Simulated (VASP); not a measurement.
VASP runs on TeO2 share one base input (PBE GGA, plane waves, VASP's PBE PAW potentials (set 64)) and change the settings named in each case.

### INCAR
```
ALGO  =  Normal
EDIFF  =  1E-6
ENCUT  =  400
GGA  =  PE
ISIF  =  2
ISMEAR  =  0
LASPH  =  .True.
LCHARG  =  .False.
LMAXMIX  =  4
LREAL  =  .False.
LWAVE  =  .False.
NELM  =  100
PREC  =  Accurate
SIGMA  =  0.136
SYSTEM  =  TeO2
```

### KPOINTS
```
Automatic mesh
0
Gamma
8 8 1
0 0 0
```

File POSCAR:
```
TeO2
33.2614680
  0.0829974492   0.0000000000   0.0000000000
 -0.0414987096   0.0718778858   0.0000000000
  0.0000000000   0.0000000000   0.5000000000
Te O
1 2
direct
  0.6666190000   0.3315240000   0.4993660000
  0.3367080000   0.6727530000   0.4220760000
  0.3300060000   0.6623890000   0.5785580000
```

POTCAR, in this order: Te O (PBE.64 set). Program: vasp_std.

```tsv
change	E(σ→0) (eV/atom)	largest force (eV/Å)	−TS (eV)
base run	-3.6106	3.910	-0.0148
GGA = PS	-4.0855	___	___
GGA_COMPAT = .FALSE., LNONCOLLINEAR = .TRUE., LSORBIT = .TRUE., MAGMOM = 0.0 0.0 0.0 0.0 0.0 0.0 0.0 0.0 0.0, program vasp_ncl	-3.6327	3.916	-0.0148
KPOINTS 5×5×1 Γ-centred mesh	-3.6048	3.939	-0.0290
```

Problem. Fill in the missing entries.

Solution. 
- GGA = PS, largest force (eV/Å): 3.595
- GGA = PS, −TS (eV): -0.0149

Energies of different potentials or functionals have different zeros.  The cell holds a wide vacuum, so values per volume refer to the whole cell. Unless said otherwise, spin-orbit coupling is left out, though it shifts the bands of the heavy elements here.

Left out are runs that ran out of time, are held back, or changed the cell or the kind of run, fixed moments of cells without a moment, rows past the twelfth, gaps on odd meshes, pressures of charged cells and columns that move by less than the noise.

The cell is a sheet or thin cut with vacuum, built from a generated structure.
